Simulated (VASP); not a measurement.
# AlB3P4 (P1) in VASP: relaxation of cell and atoms with PBE

Aim: the relaxation of cell and atoms of AlB3P4 with PBE.

Program: VASP 6.6.1. These are calculated values, not measurements. Logs are shortened: lines on timing, memory, paths and dates and some standing lists are left out, and cuts for length are marked.

## (1) The crystal as given

The typed cell holds 8 atoms: a = 6.046 Å, b = 5.953 Å, c = 6.060 Å, α = 132.84°, β = 132.04°, γ = 70.40°.

The cell was built by a generator and needn't be a form met in nature.

## (2) Relaxation of cell and atoms, PBE

The input, INCAR:

```
ALGO = Fast
EDIFF = 1E-5
EDIFFG = -0.03
ENCUT = 520
GGA = PE
IBRION = 2
ISIF = 3
ISMEAR = 0
ISYM = 0
KPAR = 2
LASPH = T
LCHARG = F
LREAL = Auto
LWAVE = F
NELM = 80
NSW = 110
PREC = Normal
SIGMA = 0.05
```

The input, KPOINTS:

```
k-points
0
Gamma
  5 5 5
```

The input, POSCAR:

```
AlB3P4
1.0
   -2.4970147500      2.4510105700      4.9304006200
    2.3367327800     -2.4963283200      4.8725669800
    2.4691362000      2.4684497800     -4.9531980600
Al B P
1 3 4
Direct
    0.9888192700      0.9687717500      0.9955339600
    0.4916812900      0.4631841400      0.9872847800
    0.7633926600      0.2915190200      0.5170665200
    0.2540222600      0.7425406500      0.4754538900
    0.1262095400      0.5718115000      0.9888165100
    0.5640903800      0.0854807400      0.9503977100
    0.8749978100      0.8724515300      0.4557536700
    0.4058068900      0.4298119000      0.5209757400
```

Potentials or basis: VASP PAW PBE potentials, release 64 (Al, B, P).

The run is started by

```sh
$ cat potpaw_PBE.64/Al/POTCAR potpaw_PBE.64/B/POTCAR potpaw_PBE.64/P/POTCAR > POTCAR
$ mpirun -np 2 vasp_std > vasp.out
```

OUTCAR:

```text
EDIFF = 1E-5
   EDIFFG = -0.03
   ENCUT = 520
   GGA = PE
   IBRION = 2
   ISIF = 3
   ISMEAR = 0
   ISYM = 0
   LASPH = T
   LREAL = Auto
   NELM = 80
   NSW = 110
   PREC = Normal

 ion  position               nearest neighbor table
   1  0.989  0.969  0.996-   5 2.21   6 2.30   8 2.46   7 2.49
   2  0.492  0.463  0.987-   6 2.02   5 2.09   7 2.22   8 2.37
   3  0.763  0.292  0.517-   5 1.83   8 2.05   6 2.11   7 2.18
   4  0.254  0.743  0.475-   6 1.82   8 1.90   5 1.93   7 2.11
   5  0.126  0.572  0.989-   3 1.83   4 1.93   2 2.09   1 2.21
   6  0.564  0.085  0.950-   4 1.82   2 2.02   3 2.11   1 2.30   8 2.88
   7  0.875  0.872  0.456-   4 2.11   3 2.18   2 2.22   1 2.49
   8  0.406  0.430  0.521-   4 1.90   3 2.05   2 2.37   1 2.46   6 2.88

IMPORTANT INFORMATION: All symmetrisations will be switched off!
NOSYMM: (Re-)initialisation of all symmetry stuff for point group C_1.

----------------------------------------------------------------------------------------

                                     Primitive cell

  volume of cell :     115.8441

  direct lattice vectors                    reciprocal lattice vectors
    -2.497014750  2.451010570  4.930400620     0.002910133  0.203768134  0.102999499
     2.336732780 -2.496328320  4.872566980     0.209857831  0.001677927  0.105448932
     2.469136200  2.468449780 -4.953198060     0.209338380  0.204480890  0.004368043

  length of vectors
     6.045774206  5.952636739  6.060037039     0.228339261  0.234867201  0.292667169

  position of ions in fractional coordinates (direct lattice)
     0.988819270  0.968771750  0.995533960
     0.491681290  0.463184140  0.987284780
     0.763392660  0.291519020  0.517066520
     0.254022260  0.742540650  0.475453890
     0.126209540  0.571811500  0.988816510
     0.564090380  0.085480740  0.950397710
     0.874997810  0.872451530  0.455753670
     0.405806890  0.429811900  0.520975740

  ion indices of the primitive-cell ions
   primitive index   ion index
                 1           1
                 2           2
                 3           3
                 4           4
                 5           5
                 6           6
                 7           7
                 8           8

----------------------------------------------------------------------------------------

 KPOINTS: k-points

Automatic generation of k-mesh.
 Grid dimensions read from file:
 generate k-points for:    5    5    5

 Generating k-lattice:

[... 85 lines left out ...]
   LORBIT       =      0    0 simple, 1 ext, 2 COOP (PROOUT), +10 PAW based schemes
   GGA     = PE    functional components
   LHFCALC =     F    Hartree Fock is set to
   AEXX    =    0.0000 exact exchange contribution
   IVDW    =     0    specifies the selected vdW correction
   LEPSILON=     F    determine dielectric tensor
   LRPA    =     F    only Hartree local field effects (RPA)
 conjugate gradient relaxation of ions
 non-spin polarized calculation
 RMM-DIIS sequential band-by-band and
 Gauss-broadening in eV      SIGMA  =   0.05
  energy-cutoff  :      520.00
  volume of cell :      115.84
 maximum number of plane-waves:      3141
   NGX = 23   NGY = 23   NGZ = 23

--------------------------------------- Ionic step        1  -------------------------------------------

 number of electron      32.0000000 magnetization

 Free energy of the ion-electron system (eV)
  ---------------------------------------------------
  ext. energy  EPLUGINS =         0.00000000
  ---------------------------------------------------
  free energy    TOTEN  =       -45.03373745 eV

  energy without entropy =      -45.03317218  energy(sigma->0) =      -45.03345481

------------------------ aborting loop because EDIFF is reached ----------------------------------------

  FORCE on cell =-STRESS in cart. coord.  units (eV):
  Direction    XX          YY          ZZ          XY          YZ          ZX
  --------------------------------------------------------------------------------------
  -------------------------------------------------------------------------------------
  Total        0.2854427     -0.5217394     -2.4169408      0.9531221      0.2869600      4.1018847
  in kB        3.9478047     -7.2158973    -33.4274121     13.1821213      3.9687892     56.7309671
  external PRESSURE =     -12.2318349 kB  Pullay stress =       0.0000000 kB
[... 107 lines left out ...]
  FREE ENERGIE OF THE ION-ELECTRON SYSTEM (eV)
  ---------------------------------------------------
  free  energy   TOTEN  =       -47.0879279984 eV

  energy  without entropy=      -47.0879279984  energy(sigma->0) =      -47.08792800

[... ionic steps 4 to 13 ...]

--------------------------------------- Ionic step       14  -------------------------------------------

 number of electron      32.0000000 magnetization

------------------------ aborting loop because EDIFF is reached ----------------------------------------
[... 79 lines left out ...]
--------------------------------------- Ionic step       16  -------------------------------------------

 number of electron      32.0000000 magnetization

 Free energy of the ion-electron system (eV)
  ---------------------------------------------------
  ext. energy  EPLUGINS =         0.00000000
  ---------------------------------------------------
  free energy    TOTEN  =       -47.60730883 eV

  energy without entropy =      -47.60730883  energy(sigma->0) =      -47.60730883

 E-fermi :   7.0113     XC(G=0): -10.3694

 val. band max:        6.7650535795   @ k =   0.0000   0.0000   0.0000
 cond. band min:       7.6969941357   @ k =   0.0000   0.0000   0.0000
 fundamental gap:      0.9319405561
 Fermi energy:         7.0113013206

 k-point     1 :       0.0000    0.0000    0.0000
  band No.  band energies     occupation
      1      -7.7871      2.00000
      2      -3.7234      2.00000
      3      -3.4517      2.00000
      4      -3.4490      2.00000
      5      -1.7449      2.00000
      6      -1.3421      2.00000
[... 565 lines left out ...]
     20      10.4799      0.00000
     21      11.0057      0.00000

 [... further k-points ...]

------------------------ aborting loop because EDIFF is reached ----------------------------------------

  FORCE on cell =-STRESS in cart. coord.  units (eV):
  Direction    XX          YY          ZZ          XY          YZ          ZX
  --------------------------------------------------------------------------------------
  -------------------------------------------------------------------------------------
  Total       -0.0075898      0.0145170      0.0265995      0.0118118      0.0185663      0.0090349
  in kB       -0.1101247      0.2106351      0.3859470      0.1713834      0.2693894      0.1310930
  external PRESSURE =       0.1621525 kB  Pullay stress =       0.0000000 kB
[... 23 lines left out ...]
  FREE ENERGIE OF THE ION-ELECTRON SYSTEM (eV)
  ---------------------------------------------------
  free  energy   TOTEN  =       -47.6073088292 eV

  energy  without entropy=      -47.6073088292  energy(sigma->0) =      -47.60730883

 reached required accuracy - stopping structural energy minimisation
```

OSZICAR:

```text
N       E                     dE             d eps       ncg     rms          rms(c)
DAV:   1     0.103507619486E+03    0.10351E+03   -0.13359E+04  2646   0.129E+03
DAV:   2    -0.382396467286E+02   -0.14175E+03   -0.13505E+03  3456   0.206E+02
DAV:   3    -0.465283820773E+02   -0.82887E+01   -0.80902E+01  3466   0.499E+01
[... 114 lines left out ...]
  15 F= -.47607120E+02 E0= -.47607120E+02  d E =-.692794E-03
       N       E                     dE             d eps       ncg     rms          rms(c)
DAV:   1    -0.476072764939E+02   -0.15712E-03   -0.11617E-02  2761   0.662E-01    0.581E-02
RMM:   2    -0.476073049920E+02   -0.28498E-04   -0.47494E-04  2646   0.144E-01    0.188E-02
RMM:   3    -0.476073088292E+02   -0.38371E-05   -0.86810E-05  2675   0.622E-02
  16 F= -.47607309E+02 E0= -.47607309E+02  d E =-.188494E-03
```

CONTCAR:

```text
AlB3P4
   1.00000000000000
    -2.4039399490075324    2.4025635151934721    4.7780522597734585
     2.4047380064252386   -2.4036423107567710    4.7772634535987821
     2.4037996340222669    2.4039268332625672   -4.7783544032491951
  Al              B               P
     1     3     4
Direct
     0.9963941179288504    0.9907466471871686    0.9864824118413110
     0.4959937713513715    0.4906509197925425    0.9863321008827260
     0.7459740783460725    0.2405707218208293    0.4863447289373528
     0.2462075849004338    0.7407772070324036    0.4864734699428080
     0.1387238130874346    0.5787025966942319    0.9862488371113154
     0.5844684821449663    0.1334771397517130    0.9865042597693577
     0.8534728130588023    0.8480022651799370    0.4319656928712929
     0.4077854391820703    0.4026437325411842    0.5409312786438341

  0.00000000E+00  0.00000000E+00  0.00000000E+00
  0.00000000E+00  0.00000000E+00  0.00000000E+00
  0.00000000E+00  0.00000000E+00  0.00000000E+00
  0.00000000E+00  0.00000000E+00  0.00000000E+00
  0.00000000E+00  0.00000000E+00  0.00000000E+00
  0.00000000E+00  0.00000000E+00  0.00000000E+00
  0.00000000E+00  0.00000000E+00  0.00000000E+00
  0.00000000E+00  0.00000000E+00  0.00000000E+00
```

It took 9.6 min on 2 MPI ranks of AMD EPYC 7R13 (Zen 3), shared host; peak memory 0.24 GiB.

What came out:

* Free energy: -47.6073 eV
* Relaxed volume: 13.80 Å³/atom
* Relaxed cell: a = 5.864 Å, b = 5.864 Å, c = 5.864 Å, α = 131.59°, β = 131.61°, γ = 70.86°
* Space group after relaxing (to 0.05 Å): I-42m (No. 121)
* Energy gained by relaxing: 321.7 meV/atom
* Ionic steps: 16
* Pressure after relaxing: 0.0 GPa
* Largest force after relaxing: 0.024 eV/Å
* Band gap on the k mesh: 0.93 eV, direct

Forces in eV/Å, atoms in the order of the input:
```
Al   0.001 -0.008 -0.023
B   -0.002  0.004  0.005
B   -0.001 -0.004  0.009
B   -0.002 -0.005  0.001
P    0.012 -0.006  0.005
P   -0.007  0.010  0.003
P   -0.004 -0.005 -0.006
P    0.002  0.014  0.007
```

Step by step:
```tsv
step	energy change (eV)	largest force (eV/Å)	pressure (GPa)	volume (Å³)
1	0.0000	4.5997	-1.22	115.84
2	-2.0381	2.1690	-2.30	113.92
3	-2.0542	1.9767	-2.74	114.09
4	-2.4243	1.2624	1.47	109.78
5	-2.4616	0.8930	0.13	110.74
6	-2.5511	0.3440	-0.06	110.50
7	-2.5520	0.2993	-0.07	110.52
8	-2.5651	0.1775	-0.03	110.41
9	-2.5653	0.2126	-0.03	110.40
10	-2.5701	0.1190	0.11	110.33
11	-2.5712	0.1037	0.18	110.28
12	-2.5727	0.0507	-0.09	110.52
13	-2.5727	0.0475	-0.08	110.51
14	-2.5733	0.0385	-0.03	110.47
15	-2.5734	0.0365	-0.01	110.45
16	-2.5736	0.0244	0.02	110.42
```

Final structure:
```
Al B P
1.0
    -2.40394    2.40256    4.77805
     2.40474   -2.40364    4.77726
     2.40380    2.40393   -4.77835
Al B P
1 3 4
Direct
  0.99639 0.99075 0.98648
  0.49599 0.49065 0.98633
  0.74597 0.24057 0.48634
  0.24621 0.74078 0.48647
  0.13872 0.57870 0.98625
  0.58447 0.13348 0.98650
  0.85347 0.84800 0.43197
  0.40779 0.40264 0.54093
```

Caveat: an odd mesh through Γ misses points on the zone boundary, where band edges often lie.
